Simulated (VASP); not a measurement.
**Mg$_{4}$Te$_{3}$S (space group Pmm2): computed properties**

The numbers are results of PBEsol GGA, VASP's PBE PAW potentials (set 64) (plane waves; VASP 6.6.1), not measurements.

| Quantity | Result |
|---|---|
| space group | Pmm2 (25) |
| cell | a = 4.415 Å, b = 8.892 Å, c = 6.169 Å, α = 90.00°, β = 90.00°, γ = 90.00° |
| volume per atom | 30.27 Å³/atom |
| band gap (over mesh and band path) | 1.74 eV |
| smallest direct gap (over mesh and band path) | 1.81 eV |
| band-edge character | indirect, Y to Γ |
| density | 3.51 g/cm³ |
| optical Γ-point spectrum | 44, 45, 57, 73, 78, 86, 110, 150, 168, 230, 235, 236, 238, 244, 244, 266, 266, 277, 282, 308, 318 cm⁻¹ |

```
Mg4STe3
1.0
    4.41545     0.00000     0.00000
    0.00000     8.89169     0.00000
    0.00000     0.00000     6.16889
Mg Te S
4 3 1
Direct
  0.00000   0.27443   0.98133
  0.00000   0.72557   0.98133
  0.50000   0.00000   0.48532
  0.50000   0.50000   0.54705
  0.50000   0.26457   0.25103
  0.50000   0.73543   0.25103
  0.00000   0.00000   0.75622
  0.00000   0.50000   0.74669
```

Unless said otherwise, spin-orbit coupling is left out, though it shifts the bands of the heavy elements here.

The structure comes from a computed database's Mg4Te3S entry (Pmm2); how it stands against other phases isn't given here. It was relaxed first. Symmetry was kept, so distortions that lower it aren't found.
